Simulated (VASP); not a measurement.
Calculation: SCAN meta-GGA, VASP's PBE PAW potentials (set 64) (plane waves; VASP).

VASP input:

POSCAR:
```
Bi atom
1
   12.0000000000     0.0000000000     0.0000000000
    0.0000000000    12.5000000000     0.0000000000
    0.0000000000     0.0000000000    13.0000000000
Bi
1
Direct
  0.0000000000   0.0000000000   0.0000000000
```

**INCAR**
```
# general
SYSTEM  = Bi atom
PREC    = Normal
ENCUT   = 520
LREAL   = .False.
LASPH   = .True.
ISYM    = 0

# electronic loop
EDIFF   = 1E-6
NELM    = 200
ALGO    = All
LMAXMIX = 4
LMIXTAU = .True.

# smearing
ISMEAR  = 0
SIGMA   = 0.01

# functional
METAGGA = SCAN

# spin
ISPIN   = 2
MAGMOM  = 3
NUPDOWN = 3

# output
LWAVE   = .False.
LCHARG  = .False.
LORBIT  = 10
```

### KPOINTS
```
Automatic mesh
0
Gamma
1 1 1
0 0 0
```

POTCAR, in this order: Bi_d (PBE.64 set). Program: vasp_gam. Read from the step before: WAVECAR.

The resulting files:

File OUTCAR:
```
 ion  position               nearest neighbor table
   1  0.000  0.000  0.000-
 Subroutine IBZKPT returns following result:
 Found      1 irreducible k-points:

 Following reciprocal coordinates:
            Coordinates               Weight
  0.000000  0.000000  0.000000      1.000000
   k-points           NKPTS =      1   k-points in BZ     NKDIM =      1   number of bands    NBANDS=     13
   number of dos      NEDOS =    301   number of ions     NIONS =      1
   total plane-waves  NPLWV = 392000
   dimension x,y,z NGX =    70 NGY =   70 NGZ =   80
   dimension x,y,z NGXF=   140 NGYF=  140 NGZF=  160
   ions per type =               1
   PREC   = normal    normal or accurate (medium, high low for compatibility)
   ISTART =      1    job   : 0-new  1-cont  2-samecut
   ICHARG =      0    charge: 1-file 2-atom 10-const
   ISPIN  =      2    spin polarized calculation?
   LNONCOLLINEAR =      F non collinear calculations
   LSORBIT =      F    spin-orbit coupling
   INIWAV =      1    electr: 0-lowe 1-rand  2-diag
   ENCUT  =  520.0 eV  38.22 Ry    6.18 a.u.  22.31 23.24 24.17*2*pi/ulx,y,z
   NELM   =    200;   NELMIN=  2; NELMDL=  0     # of ELM steps
   EDIFF  = 0.1E-05   stopping-criterion for ELM
   LREAL  =      F    real-space projection
   NLSPLINE    = F    spline interpolate recip. space projectors
   LMAXMIX     =    4 max onsite mixed and CHGCAR
   VOSKOWN=      0    Vosko Wilk Nusair interpolation
   EDIFFG = 0.1E-04   stopping-criterion for IOM
   NSW    =      0    number of steps for IOM
   NBLOCK =      1;   KBLOCK =      1    inner block; outer block
   IBRION =     -1    ionic relax: 0-MD 1-quasi-New 2-CG
   NFREE  =      0    steps in history (QN), initial steepest desc. (CG)
   ISIF   =      2    stress and relaxation
   ISYM   =      0    0-nonsym 1-usesym 2-fastsym
   TEIN   =    0.0    initial temperature
   TEBEG  =    0.0;   TEEND  =   0.0 temperature during run
   SMASS  =  -3.00    Nose mass-parameter (am)
   PSTRESS=    0.0 pullay stress
   NELECT =      15.0000    total number of electrons
...
```

OSZICAR:
```
       N       E                     dE             d eps       ncg     rms           ort
SDA:   1    -0.757262821460E+02   -0.75726E+02    0.00000E+00    13   0.192E+00   0.000E+00
CGA:   2    -0.757656168143E+02   -0.39335E-01   -0.39348E-01    13   0.532E-01  -0.150E-02
CGA:   3    -0.757769376162E+02   -0.11321E-01   -0.11305E-01    13   0.214E-01   0.132E-02
CGA:   4    -0.757819171482E+02   -0.49795E-02   -0.49519E-02    13   0.799E-02   0.110E-02
CGA:   5    -0.757841069112E+02   -0.21898E-02   -0.21541E-02    13   0.337E-02   0.699E-03
CGA:   6    -0.757852071242E+02   -0.11002E-02   -0.10883E-02    13   0.130E-02   0.186E-03
CGA:   7    -0.757856253827E+02   -0.41826E-03   -0.41996E-03    13   0.467E-03  -0.200E-04
CGA:   8    -0.757857586563E+02   -0.13327E-03   -0.13317E-03    13   0.146E-03  -0.167E-04
CGA:   9    -0.757857982861E+02   -0.39630E-04   -0.38847E-04    13   0.444E-04   0.536E-05
SDA:  10    -0.757858042249E+02   -0.59388E-05   -0.74921E-05    13   0.151E-04   0.214E-04
SDA:  11    -0.757858063178E+02   -0.20928E-05   -0.25734E-05    13   0.665E-05   0.853E-05
 trl  12    -0.757858063025E+02    0.15275E-07   -0.28393E-05    13   0.665E-05   0.578E-05
SDA:  13    -0.757858063482E+02   -0.30448E-07   -0.28393E-05    13   0.492E-05   0.539E-05
   1 F= -.75785806E+02 E0= -.75785806E+02  d E =-.352376E-21  mag=     3.0000
```

OUTCAR:
```
------------------------ aborting loop because EDIFF is reached ----------------------------------------
  FORCE on cell =-STRESS in cart. coord.  units (eV):
  Direction    XX          YY          ZZ          XY          YZ          ZX
  --------------------------------------------------------------------------------------
  Total       -0.0181382     -0.0392141     -0.0291446      0.0000132      0.0001744     -0.0000222
  in kB       -0.0149029     -0.0322194     -0.0239460      0.0000109      0.0001433     -0.0000183
  external PRESSURE =      -0.0236894 kB  Pullay stress =       0.0000000 kB
  volume of cell :     1950.00
      direct lattice vectors                 reciprocal lattice vectors
    12.000000000  0.000000000  0.000000000     0.083333333  0.000000000  0.000000000
     0.000000000 12.500000000  0.000000000     0.000000000  0.080000000  0.000000000
     0.000000000  0.000000000 13.000000000     0.000000000  0.000000000  0.076923077
 POSITION                                       TOTAL-FORCE (eV/Angst)
 -----------------------------------------------------------------------------------
      0.00000      0.00000      0.00000         0.000001      0.000013      0.000015
 -----------------------------------------------------------------------------------
    total drift:                                0.000001      0.000013      0.000015
  FREE ENERGIE OF THE ION-ELECTRON SYSTEM (eV)
  ---------------------------------------------------
  free  energy   TOTEN  =       -75.7858063482 eV

  energy  without entropy=      -75.7858063482  energy(sigma->0) =      -75.78580635

 total charge

# of ion       s       p       d       tot
------------------------------------------
    1        1.507   1.350   9.862  12.720

 magnetization (x)

# of ion       s       p       d       tot
------------------------------------------
    1       -0.066   1.350  -0.016   1.269
```
(Selected blocks of OUTCAR.)

### OUTCAR
```
 val. band max:       -5.3778749899   @ k =   0.0000   0.0000   0.0000

 cond. band min:      -2.6030974007   @ k =   0.0000   0.0000   0.0000


 Fermi energy:        -5.2657764235

 spin component 1

 k-point     1 :       0.0000    0.0000    0.0000
  band No.  band energies     occupation
      1     -27.1669      1.00000
      2     -27.1666      1.00000
      3     -27.1663      1.00000
      4     -27.1663      1.00000
      5     -27.1659      1.00000
      6     -15.5422      1.00000
      7      -5.3784      1.00000
      8      -5.3781      1.00000
      9      -5.3779      1.00000
     10      -0.1688      0.00000
     11       0.8031      0.00000
     12       0.9463      0.00000
     13       0.9592      0.00000

 Fermi energy:       -13.3809257031

 spin component 2

 k-point     1 :       0.0000    0.0000    0.0000
  band No.  band energies     occupation
      1     -26.9020      1.00000
      2     -26.9008      1.00000
      3     -26.8983      1.00000
      4     -26.8970      1.00000
      5     -26.8965      1.00000
      6     -13.4427      1.00000
      7      -2.6031      0.00000
      8      -2.6021      0.00000
      9      -2.6021      0.00000
     10       0.1631      0.00000
     11       1.0156      0.00000
     12       1.0873      0.00000
     13       1.1756      0.00000
```

The atom may not be in its lowest state. Unless said otherwise, spin-orbit coupling is left out, though it shifts the bands of the heavy elements here.

The cell is a free atom in a box.
